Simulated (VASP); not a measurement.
A convergence study with VASP on GaAs (zinc blende): a few settings are varied, all else stays as given below, so the limit is that of these other settings.

```
GaAs
1.0
    0.00000     2.82500     2.82500
    2.82500     0.00000     2.82500
    2.82500     2.82500     0.00000
Ga As
1 1
Cartesian
  0.00000   0.00000   0.00000
  1.41250   1.41250   1.41250
```

All values below come from LDA (Ceperley-Alder, Perdew-Zunger), VASP's LDA PAW potentials (set 64) (plane waves; VASP). The last row used: 550 eV cut-off, 15×15×15 Γ-centred mesh, second-order Methfessel-Paxton smearing of 0.40 eV, potentials Ga_d As.

```json
[
 {"setting": "ISMEAR = -1, SIGMA = 0.01, 4×4×4 mesh", "E (eV/atom)": "-4.7234", "pressure (GPa)": "-1.25", "irreducible k-points": "8"},
 {"setting": "ISMEAR = -1, SIGMA = 0.1, 4×4×4 mesh", "E (eV/atom)": "-4.7231", "pressure (GPa)": "…", "irreducible k-points": "8"},
 {"setting": "ISMEAR = 0, SIGMA = 0.01, 4×4×4 mesh", "E (eV/atom)": "-4.7234", "pressure (GPa)": "-1.25", "irreducible k-points": "8"},
 {"setting": "ISMEAR = 0, SIGMA = 0.2, 4×4×4 mesh", "E (eV/atom)": "-4.7231", "pressure (GPa)": "-1.08", "irreducible k-points": "8"},
 {"setting": "ISMEAR = 1, SIGMA = 0.05, 4×4×4 mesh", "E (eV/atom)": "-4.7233", "pressure (GPa)": "-1.25", "irreducible k-points": "8"},
 {"setting": "ISMEAR = 1, SIGMA = 0.2, 4×4×4 mesh", "E (eV/atom)": "-4.7231", "pressure (GPa)": "-1.25", "irreducible k-points": "8"},
 {"setting": "ISMEAR = 2, SIGMA = 0.05, 4×4×4 mesh", "E (eV/atom)": "-4.7233", "pressure (GPa)": "-1.25", "irreducible k-points": "8"},
 {"setting": "ISMEAR = 2, SIGMA = 0.2, 4×4×4 mesh", "E (eV/atom)": "-4.7232", "pressure (GPa)": "-1.30", "irreducible k-points": "8"},
 {"setting": "ISMEAR = -1, SIGMA = 0.01, 9×9×9 mesh", "E (eV/atom)": "-4.8177", "pressure (GPa)": "-1.48", "irreducible k-points": "35"},
 {"setting": "ISMEAR = -1, SIGMA = 0.2, 9×9×9 mesh", "E (eV/atom)": "-4.8167", "pressure (GPa)": "-1.40", "irreducible k-points": "35"},
 {"setting": "ISMEAR = 0, SIGMA = 0.01, 9×9×9 mesh", "E (eV/atom)": "-4.8177", "pressure (GPa)": "-1.48", "irreducible k-points": "35"},
 {"setting": "ISMEAR = 0, SIGMA = 0.4, 9×9×9 mesh", "E (eV/atom)": "-4.8175", "pressure (GPa)": "-1.43", "irreducible k-points": "35"},
 {"setting": "ISMEAR = 1, SIGMA = 0.05, 9×9×9 mesh", "E (eV/atom)": "-4.8177", "pressure (GPa)": "-1.48", "irreducible k-points": "35"},
 {"setting": "ISMEAR = 1, SIGMA = 0.4, 9×9×9 mesh", "E (eV/atom)": "-4.8176", "pressure (GPa)": "-1.48", "irreducible k-points": "35"},
 {"setting": "ISMEAR = 2, SIGMA = 0.05, 9×9×9 mesh", "E (eV/atom)": "-4.8177", "pressure (GPa)": "-1.48", "irreducible k-points": "35"},
 {"setting": "ISMEAR = 2, SIGMA = 0.4, 9×9×9 mesh", "E (eV/atom)": "-4.8176", "pressure (GPa)": "-1.48", "irreducible k-points": "35"},
 {"setting": "ISMEAR = -1, SIGMA = 0.05, 15×15×15 mesh", "E (eV/atom)": "-4.8192", "pressure (GPa)": "-1.45", "irreducible k-points": "120"},
 {"setting": "ISMEAR = -1, SIGMA = 0.2, 15×15×15 mesh", "E (eV/atom)": "-4.8181", "pressure (GPa)": "-1.41", "irreducible k-points": "120"},
 {"setting": "ISMEAR = 0, SIGMA = 0.1, 15×15×15 mesh", "E (eV/atom)": "-4.8192", "pressure (GPa)": "-1.45", "irreducible k-points": "120"},
 {"setting": "ISMEAR = 0, SIGMA = 0.4, 15×15×15 mesh", "E (eV/atom)": "…", "pressure (GPa)": "…", "irreducible k-points": "120"},
 {"setting": "ISMEAR = 1, SIGMA = 0.1, 15×15×15 mesh", "E (eV/atom)": "-4.8192", "pressure (GPa)": "-1.45", "irreducible k-points": "120"},
 {"setting": "ISMEAR = 1, SIGMA = 0.4, 15×15×15 mesh", "E (eV/atom)": "-4.8192", "pressure (GPa)": "-1.46", "irreducible k-points": "120"},
 {"setting": "ISMEAR = 2, SIGMA = 0.1, 15×15×15 mesh", "E (eV/atom)": "-4.8192", "pressure (GPa)": "-1.45", "irreducible k-points": "120"},
 {"setting": "ISMEAR = 2, SIGMA = 0.4, 15×15×15 mesh", "E (eV/atom)": "-4.8191", "pressure (GPa)": "-1.45", "irreducible k-points": "120"}
]
```

**Question.** What belongs in the gaps?

**Answer.** 
- ISMEAR = -1, SIGMA = 0.1, 4×4×4 mesh, pressure (GPa): -1.02
- ISMEAR = 0, SIGMA = 0.4, 15×15×15 mesh, E (eV/atom): -4.8190
- ISMEAR = 0, SIGMA = 0.4, 15×15×15 mesh, pressure (GPa): -1.44

Left out are rungs that failed or repeat a setting and relaxations that didn't move; long series are thinned to 24 rows.

The compound is GaAs in the zinc blende structure. The cell was not relaxed at this level.
